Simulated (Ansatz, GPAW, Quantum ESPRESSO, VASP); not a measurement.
One structure in several programs: ZnF2 (P4_2/mnm, 6 atoms in the cell)

Self-consistent single point, at a second geometry (lattice scaled by 0.98). First geometry:

```
CELL_PARAMETERS angstrom
      4.70000     0.00000     0.00000
      0.00000     4.70000     0.00000
      0.00000     0.00000     3.13000
ATOMIC_POSITIONS crystal
  Zn 0.00000 0.00000 0.00000
  Zn 0.50000 0.50000 0.50000
  F  0.30300 0.30300 0.00000
  F  0.80300 0.19700 0.50000
  F  0.19700 0.80300 0.50000
  F  0.69700 0.69700 0.00000
```

Shared settings, as Ansatz (an electronic-structure program) writes them: kpoints.mp_grid.grid = 5 5 7; scf.occupations.method = fermi_dirac; scf.occupations.width = 0.01 eV. Potentials and cutoffs stand in the table.

```csv
code,model,ΔF from the first geometry (meV/atom),pressure (GPa),largest force (eV/Å),gap on the mesh (eV),cutoff
GPAW,"PBE, GPAW PAW datasets PBE (gpaw-data 1.0.1)",46.0,–,0.118,3.630,950 eV
Ansatz,"PBE, default PAW files",45.2,14.57,0.120,3.691,420 eV
Quantum ESPRESSO,"PBE, PseudoDojo standard norm-conserving (PBE) pseudopotentials",41.9,14.60,0.109,3.852,85 Ry
VASP,"PBE, VASP's PBE PAW potentials (set 64)",49.4,5.20,0.148,3.615,400 eV
```

For Ansatz (by 0.9 GPa) and VASP (by 11.1 GPa) the energy change implies a higher mean pressure, against the two pressures, than for the other programs: a sign of finite-basis (Pulay) stress.

A dash marks a value that a program does not give, or that is left out as unsure.

Gaps are read on the mesh.

The spread over the programs that give each value: ΔF from the first geometry within 7.5 meV/atom; pressure within 9.40 GPa; largest force within 0.039 eV/Å; gap on the mesh within 0.237 eV.

Ansatz's pressure is given at a fixed set of plane waves, as the other plane-wave codes print theirs; with its correction for the finite basis it is 15.48 GPa (the shift of 0.91 GPa shows how far the cutoff is from converged). The pressure of GPAW is left out: its cutoff lies under the one at which its stress was checked. In the pressure, VASP (by 9.37) lies more than 1 GPa from the median of the plane-wave programs. In the gap, Quantum ESPRESSO (by 0.192) lies more than 0.12 eV from the median of the plane-wave programs.

VASP's run is marked for a possible Pulay error in its stress at this cutoff; no cutoff test was made.

The starting cell has typed, rounded lattice constants, without a prior relaxation at this level. For this run, on top of that: lattice scaled by 0.98.

Left out of this page: CP2K (unsound by tests on forces, stress, charge or solver warnings); FLEUR (with a known weakness of the program); SIESTA (not drawn, or without a comparable value).

Keys are those of Ansatz 0.2.
